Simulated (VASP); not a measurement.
VASP ran on this input.

### POSCAR
```
TlCl
1.0
  3.6953272533   0.0000000000   0.0000000000
  0.0000000000   3.6953272533   0.0000000000
  0.0000000000   0.0000000000   3.6953272533
Tl Cl
1 1
Cart
  0.0000000000   0.0000000000   0.0000000000
  1.8476636266   1.8476636266   1.8476636266
```

### INCAR
```
LASPH  =  .TRUE.   # aspherical one-centre terms
LMAXMIX  =  4   # l cut-off of mixed one-centre charges
PREC  =  Accurate
LREAL  =  .FALSE.   # projection in real space or not
NSW  =  40   # most ionic steps
LCHARG  =  .FALSE.
SYSTEM  =  TlCl
LWAVE  =  .FALSE.
ISMEAR  =  0
EDIFFG  =  -0.02   # ionic stop
ALGO  =  Normal   # blocked Davidson
EDIFF  =  1E-6
SIGMA  =  0.05   # width (eV)
IBRION  =  2
NELM  =  100
ISIF  =  3
ENCUT  =  500   # plane-wave cut-off (eV)
```

**KPOINTS**
```
Automatic mesh
0
gamma
7 7 7
```

POTCAR, in this order: Tl_d Cl (LDA.64 set). Program: vasp_std.

Task: Translate this LDA calculation to Quantum ESPRESSO's pw.x.

Result: One equivalent input (not run):
```
&CONTROL
  calculation = 'vc-relax'
  pseudo_dir = './pseudo'
  outdir = './out'
  tprnfor = .true.
  tstress = .true.
  nstep = 40
  forc_conv_thr = 0.00078
/
&SYSTEM
  ibrav = 0
  nat = 2
  ntyp = 2
  ecutwfc = 62
  occupations = 'smearing'
  smearing = 'gaussian'
  degauss = 0.003675
  input_dft = 'pz'
/
&ELECTRONS
  conv_thr = 7.3e-08
  electron_maxstep = 100
/
&IONS
/
&CELL
/
ATOMIC_SPECIES
  Tl 204.380 Tl.upf
  Cl 35.450 Cl.upf
CELL_PARAMETERS angstrom
     3.6953273    0.0000000    0.0000000
     0.0000000    3.6953273    0.0000000
     0.0000000    0.0000000    3.6953273
ATOMIC_POSITIONS crystal
  Tl   0.0000000  0.0000000  0.0000000
  Cl   0.5000000  0.5000000  0.5000000
K_POINTS automatic
  7 7 7 0 0 0
```
What does not carry over: the potentials are each code's own (VASP's PAW set, PseudoDojo norm-conserving files in pw.x), so ENCUT and ecutwfc are chosen apart and not converted; conv_thr bounds pw.x's estimated SCF error, while EDIFF bounds the energy change between steps; forc_conv_thr acts on force components and is met together with etot_conv_thr.

The compound is TlCl in the CsCl type structure. It was relaxed first, which changed the volume by -11 %.
